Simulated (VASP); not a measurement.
Input:

```yaml
crystal:
  lattice:
    - [3.60790, 0.00000, 0.00000]
    - [-1.80395, 3.12453, 0.00000]
    - [0.00000, 0.00000, 4.29091]
  atoms:
    - { symbol: Ti, position: [0.33333, 0.66667, 0.94026] }
    - { symbol: Ti, position: [0.66667, 0.33333, 0.44026] }
    - { symbol: C, position: [0.33333, 0.66667, 0.43474] }
    - { symbol: C, position: [0.66667, 0.33333, 0.93474] }
```

Calculation: r2SCAN meta-GGA, VASP's PBE PAW potentials (set 64) (plane waves; VASP 6.6.1). Numerical set-up: 520 eV cut-off, 11×11×8 Γ-centred mesh, tetrahedra with Blöchl corrections, potentials Ti_sv C.

The cores are frozen, which limits the accuracy of field gradients.

Question: Give the principal components of the electric field gradient (V/Å²) and the asymmetry η at each nucleus.

Answer: 
```
atom   Vxx   Vyy    Vzz     η
----  ----  ----  -----  ----
Ti1   26.0  26.0  -52.0  0.00
Ti2   26.0  26.0  -52.0  0.00
C3     1.4   1.4   -2.8  0.00
C4     1.4   1.4   -2.8  0.00
```

The structure was generated: TiC was put into the wurtzite type (P6_3mc), which need not be its known phase. It was relaxed first, which changed the volume by -40 %.
